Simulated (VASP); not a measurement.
Input:

```xyz
2
Lattice="0.0000 3.0144 3.0144 3.0144 0.0000 3.0144 3.0144 3.0144 0.0000" Properties=species:S:1:pos:R:3 pbc="T T T"
Te     0.0000     0.0000     0.0000
W      3.0144     3.0144     3.0144
```

The numbers are results of PBE GGA, VASP's PBE PAW potentials (set 64) (plane waves; VASP), not measurements. Settings: 400 eV cut-off, 7×7×7 Γ-centred mesh, Gaussian smearing of 0.050 eV, potentials Te W_sv.

Unless said otherwise, spin-orbit coupling is left out, though it shifts the bands of the heavy elements here.

Q: Predict the energy per atom (σ→0), pressure, band gap (on the k-mesh) with the smallest direct gap where there is one.

A: 
| Item | Result |
|---|---|
| band gap (on the k-mesh) | none (metal, semimetal or under 0.01 eV) |
| energy per atom (σ→0) | -6.183 eV/atom |
| pressure | -15.63 GPa |

The structure was generated: TeW was put into the rocksalt type (Fm-3m), which need not be its known phase. The cell was not relaxed at this level.
